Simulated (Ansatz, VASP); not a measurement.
## BN in two plane-wave programs

Wanted: the spread between two codes on one cell, functional and k mesh. Of the first pair: The structure shown is the end of the Ansatz relaxation below.

Main program and level: Ansatz 0.2.0; plane waves, with VASP 6.6.1 beside it; single point at LDA and zone-centre phonons at LDA.

**1. The starting structure**

The structure is hexagonal, space group P6_3/mmc (No. 194). Conventional cell: a = 2.513 Å, b = 2.513 Å, c = 6.669 Å, α = 90.00°, β = 90.00°, γ = 120.00°. Nearest to B lie 3 N at 1.45 Å. N has 3 B at 1.45 Å nearest. Farther neighbours and most contacts between anions are not listed.

Structure file:

```
B N
1.0
     2.51317    0.00000    0.00000
    -1.25659    2.17647    0.00000
     0.00000    0.00000    6.66868
B N
2 2
Cartesian
  0.0000 1.4510 1.6672
  1.2566 0.7255 5.0015
  0.0000 1.4510 5.0015
  1.2566 0.7255 1.6672
```

**2. Ansatz: relaxation, LDA**

Ansatz runs on its default PAW (the set named soft_2) files.

This run makes the geometry at which the two programs are then compared.

input.yaml reads:

```yaml
crystal:
  lattice:
    - [2.5206138397, 0.0, 0.0]
    - [-1.2603069198, 2.1829156183, 0.0]
    - [0.0, 0.0, 6.629369257]
  atoms:
    - { symbol: B, position: [0.3333333333, 0.6666666667, 0.25] }
    - { symbol: B, position: [0.6666666667, 0.3333333333, 0.75] }
    - { symbol: "N", position: [0.3333333333, 0.6666666667, 0.75] }
    - { symbol: "N", position: [0.6666666667, 0.3333333333, 0.25] }
kpoints:
  mp_grid: { grid: [6, 6, 2] }
hamiltonian:
  xc: lda
scf:
  occupations: { method: fixed }
output:
  forces: true
  stress: true
  eigenvalues: true
basis:
  ecutwfc: 260.0
relax:
  adjacent_minimum: "off"
  f_tol: 0.001
  max_steps: 60
  cell: { stress_tol: 0.01, fix: [volume] }
```

Started as:

```console
$ ansatz run input.yaml --threads 4 --pin off --max-ram 7168MiB --backend cpu --events-out ev --progress --plain --runs-dir out
```

Numbers of over 12 decimals in the logs are rounded to 6 here.

Output:

```text
Warning: basis.ecutwfc = 260 eV is below the records' recommended 420 eV, and the density's cutoff is lower with it unless basis.ecutrho_ratio is high enough to keep the records' density cutoff: compare with a run at a higher cutoff
Engine: ansatz 0.2.0, x86_64-unknown-linux-gnu
Pseudopotentials: kind: paw
Pseudopotential: B, paw, valence charge 3, recommended cutoff 420 eV (normal), B.paw.azcp
Pseudopotential: N, paw, valence charge 5, recommended cutoff 420 eV (normal), N.paw.azcp
Functional definition: SPW92
  exchange = slater_x
  correlation = pw_c
Crystal: 4 atoms, lattice volume = 36.477 Å³
Basis set: ecut = 260 eV, 359 PW (Γ)
Bands: 12, of which v1, the nominal top of the filled ones, is band 8 counted from 1 (7 counted from 0)
Symmetry: 24 space group operations
Space group: P63/mmc (ITA 194), of the structure as read, at distance tolerance 3.3e-5 Å
k-points: 14 of 72
Non-local potential: B, projectors of the file, l = 0: 2, l = 1: 2, l = 2: 1
Non-local potential: N, projectors of the file, l = 0: 2, l = 1: 2, l = 2: 1
PAW form: soft (Blöchl's): semilocal exchange-correlation on the pseudo side does not see the compensation charge
PAW frozen core: B, regenerated for the run's functional, and the local potential with it (the file was generated under x = pbe(κ = 0.804, μ = 0.219515), c = pbe(β = 0.066725))
PAW frozen core: N, regenerated for the run's functional, and the local potential with it (the file was generated under x = pbe(κ = 0.804, μ = 0.219515), c = pbe(β = 0.066725))
PAW one-centre angular grid: B, 110 points (default); XC on 64 Gauss nodes
PAW one-centre angular grid: N, 110 points (default); XC on 64 Gauss nodes
Initial density: superposition of atomic densities (neutral atoms: chi_scale 0, normalization atom), corrected by the library's trained network
Initial wavefunctions: pseudopotential atomic-orbital guess
Functional: x = slater, c = lda
SCF iter   1: F=—  HF=-1050.674242 eV  |F-HF|=—  |Δ(HF+E_count)|=         —  Δρ=2.92e-2  dr2=1.68e-1  ethr=1.77e-3  ⟨swp⟩=4.6  Hψ=805  notcnv=0  defer=24
preconditioner: auto → none  [insulator: Δε(μ)=3.760 eV  Ē_g=15.407 eV  n_scr=4 (ndim 8)  ℏωp=24.6 eV  f_vac=0.019  ε∞_Penn≈3.5]
SCF iter   2: F=—  HF=-1050.624608 eV  |F-HF|=—  |Δ(HF+E_count)|=   4.96e-2  Δρ=1.11e-2  dr2=2.45e-2  ethr=1.05e-3  ⟨swp⟩=2.0  Hψ=385  notcnv=0  defer=27
SCF iter   3: F=—  HF=-1050.619539 eV  |F-HF|=—  |Δ(HF+E_count)|=   5.07e-3  Δρ=5.30e-3  dr2=1.68e-3  ethr=1.53e-4  ⟨swp⟩=2.1  Hψ=282  notcnv=0  defer=27
SCF iter   4: F=—  HF=-1050.619870 eV  |F-HF|=—  |Δ(HF+E_count)|=   3.31e-4  Δρ=4.42e-4  dr2=1.20e-5  ethr=1.05e-5  ⟨swp⟩=3.0  Hψ=308  notcnv=0  defer=28
SCF iter   5: F=—  HF=-1050.619877 eV  |F-HF|=—  |Δ(HF+E_count)|=   6.95e-6  Δρ=4.13e-5  dr2=1.97e-7  ethr=7.49e-8  ⟨swp⟩=2.1  Hψ=280  notcnv=0
SCF iter   6: F=-1050.619877 eV  HF=-1050.619877 eV  |F-HF|=2.00e-10  |Δ(HF+E_count)|=   3.33e-8  Δρ=1.23e-6  dr2=3.91e-10  ethr=6.25e-10  ⟨swp⟩=5.8  Hψ=761  notcnv=0
SCF 1 converged in 6 iterations: F = -1050.619877 eV  dr2 = 3.91e-10
  greatest PAW one-centre occupation: 0.787 electrons in one spin orbital (limit 2), on the N atom at site 3 (counted from 0), in its partial waves of l = 0
relax step   1: F+E_penalty+E_count = -1050.61987654 eV  Δ(F+E_penalty+E_count) = +0.000e0 eV  max|allowed force component| = 3.504e-16 eV/Å  Δτ_max = 0.0000 Å  P = -3.845 GPa  Ω = 36.477 Å³  fix = [volume]  reactions: volume -3.845 GPa  (6 SCF iters, dr2 threshold 1.00e-7 eV, accepted)
[...]
relax step   5: F+E_penalty+E_count = -1050.62554102 eV  Δ(F+E_penalty+E_count) = -5.897e-4 eV  max|allowed force component| = 6.471e-16 eV/Å  Δτ_max = 0.0000 Å  P = -2.327 GPa  Ω = 36.477 Å³  energy of the carried Pulay correction = +5.460e-4 eV  fix = [volume]  reactions: volume -2.327 GPa  (3 SCF iters, dr2 threshold 3.22e-7 eV, accepted)
[...]
relax step   6: F+E_penalty+E_count = -1050.62969583 eV  Δ(F+E_penalty+E_count) = -4.155e-3 eV  max|allowed force component| = 5.939e-16 eV/Å  Δτ_max = 0.0000 Å  P = -2.309 GPa  Ω = 36.477 Å³  fix = [volume]  reactions: volume -2.309 GPa  stress off target by 2.14e-2 GPa on what of the cell is left free  SCF on the basis re-selected at this cell (its energy is not comparable with the rows above)  (6 SCF iters)
[...]
relax step   7: F+E_penalty+E_count = -1050.62973242 eV  Δ(F+E_penalty+E_count) = -3.659e-5 eV  max|allowed force component| = 1.492e-16 eV/Å  Δτ_max = 0.0000 Å  P = -2.297 GPa  Ω = 36.477 Å³  energy of the carried Pulay correction = +3.644e-5 eV  fix = [volume]  reactions: volume -2.297 GPa  (3 SCF iters, dr2 threshold 1.14e-9 eV, accepted)
[...]
relax step   8: F+E_penalty+E_count = -1050.62973242 eV  Δ(F+E_penalty+E_count) = -1.069e-10 eV  max|allowed force component| = 2.232e-16 eV/Å  Δτ_max = 0.0000 Å  P = -2.297 GPa  Ω = 36.477 Å³  fix = [volume]  reactions: volume -2.297 GPa  stress off target by 4.72e-3 GPa on what of the cell is left free  SCF on the basis re-selected at this cell (its energy is not comparable with the rows above)  (4 SCF iters)
basis re-selected at this cell: Δ(F+E_penalty+E_count) = -1.069e-10 eV, ΔP = -0.001 GPa vs the last step (what re-selecting the basis moved, of the pressure what is left beyond the Pulay correction that the steps carried, after the strain that the cell walked since its last selection, with what the two solves' SCF thresholds leave and, on support functions, any second-order correction that the steps lacked; it is no  [...]
SCF converged after 4 iterations
Free energy (F): -1050.629732 eV
Harris-Foulkes:  -1050.629732 eV  (|F-HF|=4.55e-13)
Internal energy: -1050.629732 eV  (E = F + TS)
E sigma→0 (E₀):  -1050.629732 eV
Fermi energy:    4.426473 eV
--- Per-component energies (eV) ---
  E_band       = -43.104625
  E_kinetic    = 369.982761
  E_local      = -691.799151  (includes V_loc(G=0)·N_el)
  E_nonlocal   = 112.112837
  E_hartree    = 220.854892
  E_xc         = -183.877998
  E_vxc        = -229.423153  (∫ρ·V_xc dr)
  E_paw        = -380.607656  (= ΣΔE_a)
  E_vpaw       = -45.690545  (= ΣTr[D̂ρ^β])
  E_aug_tail   = 0.002829  (compensation charges beyond the density's cutoff)
  E_ewald      = -497.550003
  E_core_change = 0.251757  (= ΣΔE_core)
  E_smearing   = -0.000000  (= −TS)
  E_closure    = 0.000000  (closes the sum)
  Σ components = -1050.629732   (vs F -1050.629732, Δ=0.00e0)
--- Forces (eV/Å), atoms counted from 1 ---
  atom   1  B      0.00000000    -0.00000000     0.00000000
  atom   2  B      0.00000000     0.00000000     0.00000000
  atom   3  N     -0.00000000    -0.00000000     0.00000000
  atom   4  N      0.00000000     0.00000000     0.00000000
  max |Σ_I F_I| component: 9.25e-18 eV/Å
--- Stress (GPa, compression-positive) ---
       -2.299395      -0.000000       0.000000
       -0.000000      -2.299395       0.000000
        0.000000       0.000000      -2.292317
  P = ⅓ Tr σ = -2.2970 GPa (-22.970 kbar)
--- Band table (eV; the first three rows and the last of 14) ---
  k-point 0: bands = [... 4 lower, 2.9952, 2.9952, 3.0370, 3.0370, 9.2390, 14.4370, 15.8100, 15.8100]
  k-point 1: bands = [... 4 lower, 3.0966, 3.0966, 3.0966, 3.0966, 11.6567, 11.6567, 15.8817, 15.8817]
  k-point 2: bands = [... 4 lower, 1.0675, 1.1297, 2.1525, 2.1566, 10.1412, 13.9469, 15.1889, 15.3692]
  k-point 13: bands = [... 4 lower, -2.6482, -2.6482, 4.4265, 4.4265, 8.8812, 8.8812, 15.9607, 15.9607]
--- Relaxed structure (5 steps of the walk, 5 accepted, 3 SCFs on fresh bases) ---
  F+E_penalty+E_count = -1050.62973242 eV   max|allowed force component| = 2.232e-16 eV/Å   (the final SCF, on the basis selected at the relaxed cell)
  cell:  # Å, volume = 36.4767 Å³
    - [2.513174, -2.8782318892923422e-11, 0.0]
    - [-1.256587, 2.176473, 0.0]
    - [0.0, 0.0, 6.668678]
  atoms:
    - { symbol: B, position: [0.333333, 0.666667, 0.250000] }
    - { symbol: B, position: [0.666667, 0.333333, 0.750000] }
    - { symbol: N, position: [0.333333, 0.666667, 0.750000] }
    - { symbol: N, position: [0.666667, 0.333333, 0.250000] }
```

**3. VASP: single point, LDA**

The same cell, functional (in two slightly different forms) and mesh now go to VASP, with its own data sets.

Lines of VASP's logs that name or quote its potential files are left out, and so is its time.

INCAR reads:

```
SYSTEM = BN
PREC = Accurate
ENCUT = 600
EDIFF = 1E-06
NELM = 120
ISMEAR = 0
SIGMA = 0.01
LREAL = .FALSE.
ALGO = Normal
GGA = CA
NBANDS = 14
LORBIT = 11
LWAVE = .FALSE.
LCHARG = .FALSE.
ISIF = 2
LASPH = .TRUE.
GGA_COMPAT = .FALSE.
EFERMI = MIDGAP
KPAR = 2
```

POSCAR reads:

```
BN
1.0
    2.5131739753      0.0000000000      0.0000000000
   -1.2565869876      2.1764725068      0.0000000000
    0.0000000000      0.0000000000      6.6686778072
B N
2 2
Direct
    0.3333333333      0.6666666667      0.2500000000
    0.6666666667      0.3333333333      0.7500000000
    0.3333333333      0.6666666667      0.7500000000
    0.6666666667      0.3333333333      0.2500000000
```

KPOINTS reads:

```
Automatic mesh
0
Gamma
6 6 2
0 0 0
```

The projector-augmented-wave data sets are B and N (LDA family, release 64).

Started as:

```console
$ mpirun -np 2 vasp_std
```

Output:

```text
[banner, memory and clock lines left out]
running    2 mpi-ranks, on    1 nodes
 distrk:  each k-point on    1 cores,    2 groups
 distr:  one band on    1 cores,    1 groups

 POSCAR found type information on POSCAR B N
 POSCAR found :  2 types and       4 ions
 LDA part: xc-table for (Slater(with rela. corr.)+CA(PZ))
 , standard interpolation
 POSCAR, INCAR and KPOINTS ok, starting setup
 FFT: planning ... GRIDC
 FFT: planning ... GRID_SOFT
 FFT: planning ... GRID
 WAVECAR not read
 entering main loop
       N       E                     dE             d eps       ncg     rms          rms(c)
DAV:   1     0.608191290637E+02    0.60819E+02   -0.89841E+03   392   0.120E+03
DAV:   2    -0.383571814061E+02   -0.99176E+02   -0.89842E+02   534   0.243E+02
DAV:   3    -0.424117677272E+02   -0.40546E+01   -0.40213E+01   524   0.509E+01
DAV:   4    -0.424443916952E+02   -0.32624E-01   -0.32613E-01   470   0.508E+00
DAV:   5    -0.424447968975E+02   -0.40520E-03   -0.40512E-03   518   0.525E-01    0.109E+01
DAV:   6    -0.390244505305E+02    0.34203E+01   -0.70969E+00   434   0.205E+01    0.474E+00
DAV:   7    -0.386829741013E+02    0.34148E+00   -0.41234E-01   482   0.501E+00    0.291E+00
DAV:   8    -0.385668915477E+02    0.11608E+00   -0.30927E-01   446   0.386E+00    0.422E-01
DAV:   9    -0.385625694713E+02    0.43221E-02   -0.14354E-02   440   0.957E-01    0.177E-01
DAV:  10    -0.385625533417E+02    0.16130E-04   -0.60788E-04   470   0.211E-01    0.262E-02
DAV:  11    -0.385625694223E+02   -0.16081E-04   -0.26512E-05   440   0.451E-02    0.176E-02
DAV:  12    -0.385625685771E+02    0.84514E-06   -0.75340E-06   440   0.209E-02
   1 F= -.38562569E+02 E0= -.38562569E+02  d E =0.000000E+00
```

OUTCAR, selected parts (step 3):

```text
ion  position               nearest neighbor table
   1  0.333  0.667  0.250-   4 1.45   4 1.45   4 1.45
   2  0.667  0.333  0.750-   3 1.45   3 1.45   3 1.45
   3  0.333  0.667  0.750-   2 1.45   2 1.45   2 1.45
   4  0.667  0.333  0.250-   1 1.45   1 1.45   1 1.45

  LATTYP: Found a hexagonal cell.
 ALAT       =     2.5131739753
 C/A-ratio  =     2.6534883270

 Subroutine GETGRP returns: Found 24 space group operations
 (whereof 12 operations were pure point group operations)

The static configuration has the point symmetry D_3d.
 The point group associated with its full space group is D_6h.

 Found     14 irreducible k-points:

   k-points           NKPTS =     14   k-points in BZ     NKDIM =     14   number of bands    NBANDS=     14

   dimension x,y,z NGX =    20 NGY =   20 NGZ =   54
   dimension x,y,z NGXF=    40 NGYF=   40 NGZF=  108

   ENCUT  =  600.0 eV  44.10 Ry    6.64 a.u.   5.02  5.02 13.32*2*pi/ulx,y,z

   NELECT =      16.0000    total number of electrons

 k-points in reciprocal lattice and weights: Automatic mesh
   0.00000000  0.00000000  0.00000000       0.014
   0.16666667  0.00000000  0.00000000       0.083
   0.33333333  0.00000000  0.00000000       0.083
   0.50000000  0.00000000  0.00000000       0.042
   0.16666667  0.16666667  0.00000000       0.083
   0.33333333  0.16666667  0.00000000       0.167
   0.33333333  0.33333333  0.00000000       0.028
   0.00000000  0.00000000  0.50000000       0.014
   0.16666667  0.00000000  0.50000000       0.083
[...]
0.33333333  0.16666667  0.50000000       0.167
   0.33333333  0.33333333  0.50000000       0.028

 average (electrostatic) potential at core
       1 -34.3222       2 -34.3222       3 -64.8491       4 -64.8491

 E-fermi :   4.0961

 k-point     1 :       0.0000    0.0000    0.0000
  band No.  band energies     occupation
    ...
      4      -2.0146      2.00000
      5       0.7101      2.00000
      6       0.7101      2.00000
      7       0.7468      2.00000
      8       0.7468      2.00000
      9       6.9749      0.00000
     10      12.0088      0.00000
     11      13.4033      0.00000
     12      13.4033      0.00000
     13      13.5275      0.00000
    ...

 k-point     2 :       0.1667    0.0000    0.0000
  band No.  band energies     occupation
    ...
      4      -1.3577      2.00000
      5      -1.2229      2.00000
      6      -1.1834      2.00000
      7      -0.1774      2.00000
      8      -0.1281      2.00000
      9       7.8611      0.00000
     10      11.5705      0.00000
     11      12.8678      0.00000
     12      12.9581      0.00000
     13      13.3587      0.00000
    ...

 k-point     3 :       0.3333    0.0000    0.0000
  band No.  band energies     occupation
    ...
      4      -4.6797      2.00000
      5      -1.5280      2.00000
      6      -1.4664      2.00000
      7      -1.3875      2.00000
      8       0.3869      2.00000
      9       8.7453      0.00000
     10       9.5826      0.00000
     11       9.9278      0.00000
     12      12.1569      0.00000
     13      13.3026      0.00000
    ...

  Total       -2.2448331     -2.2448331     -0.1952001     -0.0000000      0.0000000     -0.0000000
  in kB      -98.6005103    -98.6005103     -8.5738365     -0.0000000      0.0000000     -0.0000000
  external PRESSURE =     -68.5916190 kB  Pullay stress =       0.0000000 kB

  energy-cutoff  :      600.00
  volume of cell :       36.48
      direct lattice vectors                 reciprocal lattice vectors
     2.513173975  0.000000000  0.000000000     0.397903213  0.229729527  0.000000000
    -1.256586988  2.176472507  0.000000000     0.000000000  0.459459054  0.000000000
     0.000000000  0.000000000  6.668677807     0.000000000  0.000000000  0.149954763

 POSITION                                       TOTAL-FORCE (eV/Angst)
 -----------------------------------------------------------------------------------
     -0.00000      1.45098      1.66717         0.000000      0.000000      0.000000
      1.25659      0.72549      5.00151        -0.000000     -0.000000      0.000000
     -0.00000      1.45098      5.00151         0.000000      0.000000      0.000000
      1.25659      0.72549      1.66717        -0.000000      0.000000      0.000000
 -----------------------------------------------------------------------------------
    total drift:                               -0.000000      0.000000      0.000000

  FREE ENERGIE OF THE ION-ELECTRON SYSTEM (eV)
  ---------------------------------------------------
  free  energy   TOTEN  =       -38.5625685771 eV

  energy  without entropy=      -38.5625685771  energy(sigma->0) =      -38.56256858

 total charge
# of ion       s       p       d       tot
------------------------------------------
    1        0.735   1.422   0.000   2.157
    2        0.735   1.422   0.000   2.157
    3        1.209   2.754   0.000   3.963
    4        1.209   2.754   0.000   3.963
--------------------------------------------------
tot          3.888   8.353   0.000  12.240

[... 3 further parts left out ...]
```

The gap is read on the k-mesh alone, so it is an upper bound where the band edges lie off the mesh.

**4. Side by side**

Known differences besides the potentials themselves: the two LDA forms differ slightly; fixed occupations in Ansatz, narrow Gaussian smearing in VASP; the cutoff is 260 eV in Ansatz and 600 eV in VASP; VASP's log shows a relativistic correction to its local exchange, Ansatz's none; Ansatz's pressure holds a Pulay correction, VASP's none; Ansatz's log warns that its cutoff lies below the recommended one. Total energies have different zeros and are not compared.

Compared:

| quantity | Ansatz | VASP | difference |
| --- | --- | --- | --- |
| pressure (GPa) | -2.30 | -6.86 | +4.56 |
| gap on the k mesh (eV) | 4.045 | 4.066 | -0.021 |

A gap on the mesh is an upper bound, since the band edges may lie between its points.

**5. Ansatz: zone-centre phonons, LDA, pair 2**

Second derivatives magnify differences that forces hide, and they need a tight electronic threshold. The cell compared in this pair holds 35.94 Å³, against 36.48 Å³ for the pair before.

The cell is taken from a series of runs on this material, whose earlier steps may have relaxed, scaled, displaced or heated it; both programs get it as it stands.

input.yaml reads:

```yaml
crystal:
  lattice:
    - [2.5081353489, 0.0, 0.0]
    - [-1.2540676745, 2.1721089283, 0.0]
    - [0.0, 0.0, 6.5965500598]
  atoms:
    - { symbol: B, position: [0.3333333333, 0.6666666667, 0.25] }
    - { symbol: B, position: [0.6666666667, 0.3333333333, 0.75] }
    - { symbol: "N", position: [0.3333333333, 0.6666666667, 0.75] }
    - { symbol: "N", position: [0.6666666667, 0.3333333333, 0.25] }
kpoints:
  mp_grid: { grid: [6, 6, 2] }
hamiltonian:
  xc: lda
scf:
  occupations: { method: fixed }
output:
  eigenvalues: true
basis:
  ecutwfc: 260.0
phonons:
  method: dfpt
  qmesh: [2, 2, 1]
  temperatures: { t_max: 1000, t_step: 50 }
  qpath:
    path:
      - [[0.0, 0.0, 0.0], [0.5, 0.0, 0.0], [0.33333333, 0.33333333, 0.0], [0.0, 0.0, 0.0], [0.0, 0.0, 0.5], [0.5, 0.0, 0.5], [0.33333333, 0.33333333, 0.5], [0.0, 0.0, 0.5]]
      - [[0.5, 0.0, 0.5], [0.5, 0.0, 0.0]]
      - [[0.33333333, 0.33333333, 0.5], [0.33333333, 0.33333333, 0.0]]
    npoints: 10
  non_analytic_term:
    high_frequency_dielectric_tensor: [[4.862, 0.0, 0.0], [0.0, 4.862, 0.0], [0.0, 0.0, 2.7906]]
    born_effective_charges:
      - { species: B, tensor: [[2.7041, 0.0, 0.0], [0.0, 2.7041, 0.0], [0.0, 0.0, 0.7832]] }
      - { species: B, tensor: [[2.7041, 0.0, 0.0], [0.0, 2.7041, 0.0], [0.0, 0.0, 0.7832]] }
      - { species: "N", tensor: [[-2.7041, 0.0, 0.0], [0.0, -2.7041, 0.0], [0.0, 0.0, -0.7832]] }
      - { species: "N", tensor: [[-2.7041, 0.0, 0.0], [0.0, -2.7041, 0.0], [0.0, 0.0, -0.7832]] }
    source: "zone-centre run at this cell"
```

Started as:

```console
$ ansatz run input.yaml --threads 4 --pin off --max-ram 7168MiB --backend cpu --events-out ev --progress --plain --runs-dir out
```

Output:

```text
[...]
largest difference from the sums on the solved wave vectors: F 3.31e-2 eV, S 5.05e-5 and C_V 6.23e-5 eV/K
  zero-point energy: 0.614647 eV/cell   skipped modes (ω ≤ 0): 3   left out of the sums: 3.19e-5 of the cell's modes: C_V's classical limit lies that fraction below 3 k_B per atom; for a crystal, a wire or a layer, F and S can be off by more, and a phonons.interpolated_qmesh denser along its periods is the remedy for the sampling
[key lines of the parts left out:]
SCF converged after 8 iterations
Free energy (F): -1050.614256 eV
Fermi energy:    4.606123 eV
```

(Continued in part 2 of 2.)

[Lines on the potential files, build, host, timing and source positions are cut from VASP's logs without a mark.]

[Logs are printed without paths, hosts, clocks, repeated set-up lines and the standing remarks that a program may print on its own settings, such as how far it seeks lower states.]

[Hosts, paths, dates, database ids (printed as entryN), source tags and the programs' standing remarks are cut or masked in the printed files.]
